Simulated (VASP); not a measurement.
OSZICAR of a VASP run on GdN (atoms displaced from the space group 131 structure):

File OSZICAR:
```
       N       E                     dE             d eps       ncg     rms          rms(c)
DAV:   1     0.360020968310E+03    0.36002E+03   -0.13901E+04   192   0.527E+03
DAV:   2     0.482612757478E+02   -0.31176E+03   -0.25327E+03   216   0.456E+02
DAV:   3    -0.362217440074E+02   -0.84483E+02   -0.81504E+02   212   0.244E+02
DAV:   4    -0.465086526376E+02   -0.10287E+02   -0.10126E+02   252   0.727E+01
DAV:   5    -0.479350448847E+02   -0.14264E+01   -0.14147E+01   264   0.267E+01    0.541E+01
DAV:   6    -0.137460911403E+03   -0.89526E+02   -0.24306E+02   178   0.384E+02    0.565E+02
DAV:   7    -0.121852041704E+03    0.15609E+02   -0.17734E+01   206   0.423E+01    0.550E+02
DAV:   8    -0.120864329419E+03    0.98771E+00   -0.10988E+00   240   0.847E+00    0.547E+02
DAV:   9    -0.120994195344E+03   -0.12987E+00   -0.20102E+00   264   0.212E+01    0.550E+02
DAV:  10    -0.122218196978E+03   -0.12240E+01   -0.89354E+00   224   0.303E+01    0.550E+02
DAV:  11    -0.122730253158E+03   -0.51206E+00   -0.20654E-01   216   0.145E+01    0.553E+02
DAV:  12    -0.115429340647E+03    0.73009E+01   -0.17664E+00   176   0.414E+01    0.528E+02
DAV:  13    -0.869248990098E+02    0.28504E+02   -0.75343E+00   192   0.635E+01    0.395E+02
DAV:  14    -0.464076912020E+02    0.40517E+02   -0.24590E+01   192   0.101E+02    0.270E+02
DAV:  15    -0.500330188415E+02   -0.36253E+01   -0.30200E+01   240   0.923E+01    0.235E+02
DAV:  16    -0.420328167972E+02    0.80002E+01   -0.96070E+01   200   0.777E+01    0.170E+02
DAV:  17    -0.422241337275E+02   -0.19132E+00   -0.29250E+01   208   0.848E+01    0.122E+02
DAV:  18    -0.425335822493E+02   -0.30945E+00   -0.36857E+00   256   0.123E+01    0.961E+01
DAV:  19    -0.436094519046E+02   -0.10759E+01   -0.24261E+00   256   0.317E+01    0.881E+01
DAV:  20    -0.415324786708E+02    0.20770E+01   -0.73164E-01   224   0.226E+01    0.897E+01
DAV:  21    -0.422472250287E+02   -0.71475E+00   -0.10860E+00   248   0.253E+01    0.100E+02
DAV:  22    -0.418285227840E+02    0.41870E+00   -0.24226E-01   232   0.922E+00    0.113E+02
DAV:  23    -0.412048727080E+02    0.62365E+00   -0.10093E-01   240   0.105E+01    0.990E+01
DAV:  24    -0.409162351274E+02    0.28864E+00   -0.93195E-02   248   0.495E+00    0.888E+01
DAV:  25    -0.411272478271E+02   -0.21101E+00   -0.71044E-01   192   0.132E+01    0.664E+01
DAV:  26    -0.390857490191E+02    0.20415E+01   -0.77491E-01   184   0.309E+01    0.610E+01
DAV:  27    -0.381715803518E+02    0.91417E+00   -0.21601E+00   238   0.369E+01    0.858E+01
DAV:  28    -0.378959317493E+02    0.27565E+00   -0.47008E-01   248   0.147E+01    0.108E+02
DAV:  29    -0.379061869042E+02   -0.10255E-01   -0.15177E-01   238   0.322E+00    0.109E+02
DAV:  30    -0.378097353478E+02    0.96452E-01   -0.18417E-02   264   0.174E+00    0.108E+02
DAV:  31    -0.378239232484E+02   -0.14188E-01   -0.33724E-03   264   0.361E-01    0.108E+02
DAV:  32    -0.377838577839E+02    0.40065E-01   -0.36110E-03   216   0.608E-01    0.107E+02
DAV:  33    -0.378035281026E+02   -0.19670E-01   -0.51892E-02   184   0.543E+00    0.113E+02
DAV:  34    -0.366556240804E+02    0.11479E+01   -0.26660E+00   216   0.288E+01    0.133E+02
DAV:  35    -0.392613361859E+02   -0.26057E+01   -0.30569E+00   190   0.260E+01    0.123E+02
DAV:  36    -0.387981977598E+02    0.46314E+00   -0.16226E-01   206   0.414E+00    0.124E+02
DAV:  37    -0.388027901977E+02   -0.45924E-02   -0.30174E-02   232   0.307E+00    0.122E+02
DAV:  38    -0.386780961438E+02    0.12469E+00   -0.90484E-03   262   0.138E+00    0.121E+02
DAV:  39    -0.389465059195E+02   -0.26841E+00   -0.32803E-02   198   0.413E+00    0.126E+02
DAV:  40    -0.390097422839E+02   -0.63236E-01   -0.12822E-02   216   0.197E+00    0.128E+02
DAV:  41    -0.391161832267E+02   -0.10644E+00   -0.15696E-02   200   0.191E+00    0.128E+02
DAV:  42    -0.392347240152E+02   -0.11854E+00   -0.37914E-02   182   0.286E+00    0.129E+02
DAV:  43    -0.391841908135E+02    0.50533E-01   -0.98227E-02   190   0.527E+00    0.128E+02
DAV:  44    -0.391497974657E+02    0.34393E-01   -0.39671E-01   190   0.926E+00    0.138E+02
DAV:  45    -0.389470865633E+02    0.20271E+00   -0.12407E+00   192   0.171E+01    0.144E+02
DAV:  46    -0.395216789926E+02   -0.57459E+00   -0.98141E-02   182   0.714E+00    0.143E+02
DAV:  47    -0.390365886336E+02    0.48509E+00   -0.43283E-02   214   0.511E+00    0.143E+02
DAV:  48    -0.387088640658E+02    0.32772E+00   -0.30351E-02   206   0.422E+00    0.145E+02
DAV:  49    -0.380539368923E+02    0.65493E+00   -0.80364E-01   206   0.204E+01    0.142E+02
DAV:  50    -0.375762591725E+02    0.47768E+00   -0.19606E-01   208   0.917E+00    0.146E+02
DAV:  51    -0.378077930046E+02   -0.23153E+00   -0.96946E+01   214   0.190E+02    0.887E+01
DAV:  52    -0.415555633545E+02   -0.37478E+01   -0.98287E+00   232   0.576E+01    0.754E+01
DAV:  53    -0.407796338927E+02    0.77593E+00   -0.32176E+00   216   0.391E+01    0.770E+01
DAV:  54    -0.400667783376E+02    0.71286E+00   -0.63105E-01   240   0.282E+01    0.744E+01
DAV:  55    -0.382268631398E+02    0.18399E+01   -0.78141E-01   214   0.259E+01    0.804E+01
DAV:  56    -0.369095861847E+02    0.13173E+01   -0.14603E+00   184   0.341E+01    0.855E+01
DAV:  57    -0.345117792395E+02    0.23978E+01   -0.14861E+00   224   0.284E+01    0.931E+01
DAV:  58    -0.364329211360E+02   -0.19211E+01   -0.47521E-01   222   0.218E+01    0.901E+01
DAV:  59    -0.376444842339E+02   -0.12116E+01   -0.39785E-01   184   0.227E+01    0.841E+01
DAV:  60    -0.384063489164E+02   -0.76186E+00   -0.46476E-01   232   0.217E+01    0.830E+01
DAV:  61    -0.377655339085E+02    0.64082E+00   -0.71439E-01   196   0.461E+01    0.896E+01
DAV:  62    -0.362970574984E+02    0.14685E+01   -0.36288E-01   216   0.179E+01    0.995E+01
DAV:  63    -0.361779185792E+02    0.11914E+00   -0.10353E-01   264   0.321E+00    0.102E+02
DAV:  64    -0.363993770259E+02   -0.22146E+00   -0.23597E-02   240   0.426E+00    0.998E+01
DAV:  65    -0.368762178429E+02   -0.47684E+00   -0.44470E-02   198   0.611E+00    0.968E+01
DAV:  66    -0.381318345509E+02   -0.12556E+01   -0.11883E+00   216   0.303E+01    0.927E+01
DAV:  67    -0.371427575320E+02    0.98908E+00   -0.15022E-01   222   0.722E+00    0.948E+01
DAV:  68    -0.360637903893E+02    0.10790E+01   -0.18120E-01   166   0.161E+01    0.919E+01
DAV:  69    -0.347942778193E+02    0.12695E+01   -0.46843E-01   178   0.222E+01    0.843E+01
DAV:  70    -0.339324958392E+02    0.86178E+00   -0.24331E-01   240   0.111E+01    0.813E+01
DAV:  71    -0.354021618334E+02   -0.14697E+01   -0.13056E+00   180   0.222E+01    0.737E+01
DAV:  72    -0.351866797589E+02    0.21548E+00   -0.19024E-01   214   0.147E+01    0.695E+01
DAV:  73    -0.340886129843E+02    0.10981E+01   -0.50752E-01   212   0.137E+01    0.688E+01
DAV:  74    -0.336916933765E+02    0.39692E+00   -0.12380E-01   246   0.390E+00    0.683E+01
DAV:  75    -0.338485426083E+02   -0.15685E+00   -0.63365E-02   232   0.302E+00    0.663E+01
DAV:  76    -0.374319163246E+02   -0.35834E+01   -0.55423E+00   190   0.410E+01    0.414E+01
DAV:  77    -0.368121767514E+02    0.61974E+00   -0.40770E-01   212   0.152E+01    0.405E+01
DAV:  78    -0.352309017240E+02    0.15813E+01   -0.88607E-01   172   0.200E+01    0.419E+01
DAV:  79    -0.343614316475E+02    0.86947E+00   -0.16632E+00   230   0.932E+00    0.394E+01
DAV:  80    -0.347043029377E+02   -0.34287E+00   -0.13527E-01   200   0.674E+00    0.394E+01
DAV:  81    -0.352781315046E+02   -0.57383E+00   -0.34245E-01   190   0.939E+00    0.380E+01
DAV:  82    -0.358616919075E+02   -0.58356E+00   -0.49078E-01   204   0.987E+00    0.393E+01
DAV:  83    -0.360981814615E+02   -0.23649E+00   -0.16878E-01   236   0.621E+00    0.401E+01
DAV:  84    -0.359135290319E+02    0.18465E+00   -0.15348E-02   196   0.147E+00    0.401E+01
DAV:  85    -0.359727666918E+02   -0.59238E-01   -0.35219E-03   208   0.119E+00    0.400E+01
DAV:  86    -0.359540585714E+02    0.18708E-01   -0.13827E-01   172   0.101E+01    0.402E+01
DAV:  87    -0.358556313380E+02    0.98427E-01   -0.17373E-02   244   0.224E+00    0.398E+01
DAV:  88    -0.358353303067E+02    0.20301E-01   -0.92749E-03   184   0.136E+00    0.395E+01
DAV:  89    -0.354250345517E+02    0.41030E+00   -0.32354E-01   188   0.727E+00    0.380E+01
DAV:  90    -0.340617045580E+02    0.13633E+01   -0.31592E+00   204   0.213E+01    0.378E+01
DAV:  91    -0.336801729161E+02    0.38153E+00   -0.69240E-01   178   0.210E+01    0.404E+01
DAV:  92    -0.321688868981E+02    0.15113E+01   -0.41186E-01   230   0.168E+01    0.435E+01
DAV:  93    -0.315466390662E+02    0.62225E+00   -0.12959E-01   262   0.454E+00    0.448E+01
DAV:  94    -0.319104055996E+02   -0.36377E+00   -0.21662E-02   238   0.197E+00    0.444E+01
DAV:  95    -0.318736550263E+02    0.36751E-01   -0.19296E-03   232   0.108E+00    0.443E+01
DAV:  96    -0.337852632191E+02   -0.19116E+01   -0.40549E-01   194   0.218E+01    0.404E+01
DAV:  97    -0.346267641130E+02   -0.84150E+00   -0.11957E+00   246   0.201E+01    0.432E+01
DAV:  98    -0.333955057829E+02    0.12313E+01   -0.35454E-01   186   0.903E+00    0.428E+01
DAV:  99    -0.336081380001E+02   -0.21263E+00   -0.99935E-02   214   0.620E+00    0.431E+01
DAV: 100    -0.335966423016E+02    0.11496E-01   -0.12379E-02   222   0.111E+00
   1 F= -.33596642E+02 E0= -.33496690E+02  d E =-.199906E+00  mag=     7.1305
```

Task: Which electronic solver shows in the log?

Result: It is blocked Davidson (ALGO = Normal, or the opening steps of other solvers). The INCAR had ALGO = Normal.

Task: How was spin treated?

Result: Collinear spin (ISPIN = 2): the summary line carries one mag value, 7.13 μB in the cell.

Task: Can the final energy be trusted as converged?

Result: Convergence was not reached. It stopped with EDIFF = 1E-6, NELM = 100 (PBE GGA, plane waves, VASP's PBE PAW potentials (set 64)).  The moments were started parallel, and other spin orders were not tried in this run.

The structure was generated: GdN was put into an ordered model structure, which need not be its known phase. The cell was not relaxed at this level, atoms are displaced from their ideal sites. The k-mesh is coarse (spacing up to 1.81 per Å, 2π included), so the numbers may not be converged in it. The run is one of a series of settings (KPOINTS 1×1×1 Γ-centred mesh against the base run), some of them coarse on purpose.
